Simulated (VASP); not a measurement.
## TePb: relaxation of cell and atoms with r2SCAN

TePb:

```xyz
2
Lattice="0.0000 3.2310 3.2310 3.2310 0.0000 3.2310 3.2310 3.2310 0.0000" Properties=species:S:1:pos:R:3 pbc="T T T"
Te    3.2310    3.2310    3.2310
Pb    0.0000    0.0000    0.0000
```

| Property | Result |
| --- | --- |
| Program | VASP 6.6.1 |
| Task | relaxation of cell and atoms |
| Functional | r2SCAN |
| Potentials or basis | VASP PAW PBE potentials, release 64 (Te, Pb_d) |
| Cutoff | 600 eV |
| k mesh | 8 × 8 × 8 |
| Occupations | gaussian, width 0.02 eV |
| Spin | no spin polarisation |
| Dipole correction | no |
| Further INCAR settings | ALGO = Normal; EDIFF = 1e-07; IBRION = 2; EDIFFG = -0.005; NSW = 100; ISIF = 3 |

| Property | Result |
| --- | --- |
| Relaxed volume | 34.89 Å³/atom |
| Relaxed cell | a = 4.621 Å, b = 4.621 Å, c = 4.621 Å, α = 60.00°, β = 60.00°, γ = 60.00° |
| Space group after relaxing (to 0.05 Å) | Fm-3m (No. 225) |
| Energy gained by relaxing | 5.4 meV/atom |
| Ionic steps | 3 |
| Pressure after relaxing | 0.0 GPa |
| Band gap on the k mesh | 1.09 eV, direct |

The path:
```csv
step,energy change (eV),largest force (eV/Å),pressure (GPa),volume (Å³)
1,0.0000,0.0000,1.55,67.46
2,-0.0093,0.0000,-0.53,70.70
3,-0.0109,0.0000,0.01,69.78
```

Final structure:
```cif
data_structure
_symmetry_space_group_name_H-M 'P 1'
_symmetry_Int_Tables_number 1
_cell_length_a 4.6211
_cell_length_b 4.6211
_cell_length_c 4.6211
_cell_angle_alpha 60.000
_cell_angle_beta 60.000
_cell_angle_gamma 60.000
_cell_volume 69.78
loop_
_atom_site_label
_atom_site_type_symbol
_atom_site_fract_x
_atom_site_fract_y
_atom_site_fract_z
_atom_site_occupancy
Te1 Te 0.50000 0.50000 0.50000 1
Pb1 Pb 0.00000 0.00000 0.00000 1
```

Levels at points of the mesh, in eV from the valence-band top:
| k point | band 7 | band 8 | band 9 | band 10 | band 11 | band 12 | band 13 | band 14 |
| --- | --- | --- | --- | --- | --- | --- | --- | --- |
| (0.00, 0.00, 0.00) | -5.72 | -1.35 | -1.35 | -1.35 | 4.32 | 4.32 | 4.32 | 6.27 |
| (0.50, 0.00, 0.00) | -8.71 | -0.90 | -0.90 | 0.00 | 1.09 | 1.51 | 1.51 | 8.91 |
| (0.50, 0.50, 0.00) | -7.44 | -4.41 | -2.76 | -2.76 | 3.74 | 5.71 | 5.71 | 6.97 |

Run time: 5.1 min on 1 thread of Intel(R) Xeon(R) Platinum 8488C (Sapphire Rapids) (shared host), peak memory 0.28 GiB.

Caveat: the PAW data sets were made with another functional, which shifts forces and pressure a little; spin-orbit coupling is left out, which as a rule narrows the gap of such compounds by several tenths of an eV. A k mesh can miss the band edges.
